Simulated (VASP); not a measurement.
Output of a VASP run:

OSZICAR:
```
       N       E                     dE             d eps       ncg     rms          rms(c)
DAV:   1     0.705882521673E+02    0.70588E+02   -0.65638E+03  1364   0.151E+03
DAV:   2    -0.564142135925E+01   -0.76230E+02   -0.71078E+02  1360   0.251E+02
DAV:   3    -0.888457069634E+01   -0.32431E+01   -0.30129E+01  1696   0.622E+01
DAV:   4    -0.894174977350E+01   -0.57179E-01   -0.57081E-01  1508   0.686E+00
DAV:   5    -0.894241933793E+01   -0.66956E-03   -0.66949E-03  1700   0.771E-01    0.110E+01
DAV:   6    -0.973061202484E+01   -0.78819E+00   -0.22856E+01  1500   0.174E+02    0.907E+00
DAV:   7    -0.758543113955E+01    0.21452E+01   -0.61843E+00  1580   0.950E+01    0.204E+00
DAV:   8    -0.756300537787E+01    0.22426E-01   -0.58357E-01  1732   0.231E+01    0.136E+00
DAV:   9    -0.754563329488E+01    0.17372E-01   -0.79897E-02  1816   0.862E+00    0.123E-01
DAV:  10    -0.754595317613E+01   -0.31988E-03   -0.20191E-03  1788   0.881E-01    0.132E-01
DAV:  11    -0.754561465617E+01    0.33852E-03   -0.12253E-03  1904   0.133E+00    0.386E-02
DAV:  12    -0.754560729954E+01    0.73566E-05   -0.11979E-04  1796   0.211E-01    0.131E-02
DAV:  13    -0.754560381291E+01    0.34866E-05   -0.74218E-06  1948   0.715E-02    0.579E-03
DAV:  14    -0.754560276394E+01    0.10490E-05   -0.16673E-06   812   0.456E-02    0.954E-04
DAV:  15    -0.754560267589E+01    0.88047E-07   -0.38101E-07   760   0.103E-02
   1 F= -.75456027E+01 E0= -.75445221E+01  d E =-.216111E-02
```

OUTCAR:
```
------------------------ aborting loop because EDIFF is reached ----------------------------------------
  FORCE on cell =-STRESS in cart. coord.  units (eV):
  Direction    XX          YY          ZZ          XY          YZ          ZX
  --------------------------------------------------------------------------------------
  Total        3.9546578      3.9546578      3.9546578      0.0000000      0.0000000      0.0000000
  in kB      237.0518806    237.0518806    237.0518806      0.0000000      0.0000000      0.0000000
  external PRESSURE =     237.0518806 kB  Pullay stress =       0.0000000 kB
  volume of cell :       26.73
      direct lattice vectors                 reciprocal lattice vectors
     2.989914000  0.000000000  0.000000000     0.334457780  0.000000000  0.000000000
     0.000000000  2.989914000  0.000000000     0.000000000  0.334457780  0.000000000
     0.000000000  0.000000000  2.989914000     0.000000000  0.000000000  0.334457780
 POSITION                                       TOTAL-FORCE (eV/Angst)
 -----------------------------------------------------------------------------------
      0.00000      0.00000      0.00000         0.000000      0.000000      0.000000
      1.49496      1.49496      1.49496         0.000000      0.000000      0.000000
 -----------------------------------------------------------------------------------
    total drift:                               -0.000000      0.000000     -0.000000
  FREE ENERGIE OF THE ION-ELECTRON SYSTEM (eV)
  ---------------------------------------------------
  free  energy   TOTEN  =        -7.5456026759 eV

  energy  without entropy=       -7.5434415612  energy(sigma->0) =       -7.54452212
```
(Selected blocks of OUTCAR.)

### POSCAR
```
CuAs
1
    2.9899140000     0.0000000000     0.0000000000
    0.0000000000     2.9899140000     0.0000000000
    0.0000000000     0.0000000000     2.9899140000
Cu As
1 1
Direct
  0.0000000000   0.0000000000   0.0000000000
  0.5000000000   0.5000000000   0.5000000000
```

Problem. Write an INCAR and KPOINTS that could have produced this output.

Solution. One answer among several that fit: the input of the run itself, PBE GGA, plane waves, VASP's PBE PAW potentials (set 64).

INCAR:
```
SYSTEM=CuAs
PREC=Accurate; ENCUT=400; LREAL=.FALSE.
LASPH=.TRUE.
EDIFF=1E-6; NELM=100; ALGO=Normal
LMAXMIX=4
ISMEAR=0; SIGMA=0.05
GGA=PE
ISIF=2
LWAVE=.FALSE.; LCHARG=.FALSE.
```

### KPOINTS
```
Automatic mesh
0
Gamma
10 10 10
0 0 0
```

POTCAR, in this order: Cu As (PBE.64 set). Program: vasp_std.

The structure was generated: CuAs was put into the CsCl type (Pm-3m), which need not be its known phase. The cell was not relaxed at this level. The run is one of a series of settings (KPOINTS 10×10×10 Γ-centred mesh against the base run), some of them coarse on purpose.
